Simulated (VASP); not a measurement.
Nb2Ti2C4 (ordered alloy cell): computed properties

Method: PBEsol GGA, VASP's PBE PAW potentials (set 64) (plane waves; VASP).

| Property | Result |
|---|---|
| space group | P4/mmm (123) |
| cell | a = 3.100 Å, b = 3.100 Å, c = 4.367 Å, α = 90.00°, β = 90.00°, γ = 90.00° |
| volume per atom | 10.49 Å^3/atom |
| band gap (on the k-mesh) | none (metal, semimetal or under 0.01 eV) |
| density | 6.52 g/cm³ |

Space group P4/mmm (No. 123); a = b = 3.1001 Å, c = 4.3668 Å, α = β = γ = 90.00°

| atom | site | symmetry | x | y | z |
|---|---|---|---|---|---|
| Ti | 1a | 4/mmm | 0.0000 | 0.0000 | 0.0000 |
| C | 1b | 4/mmm | 0.0000 | 0.0000 | 0.5000 |
| C | 1c | 4/mmm | 0.5000 | 0.5000 | 0.0000 |
| Nb | 1d | 4/mmm | 0.5000 | 0.5000 | 0.5000 |
(The calculation used a cell of 8 atoms; values per cell refer to that cell.)

The structure was generated: Nb2Ti2C4 was put into an ordered model structure (P4/mmm), which need not be its known phase. It was relaxed first. Symmetry was kept, so distortions that lower it aren't found.
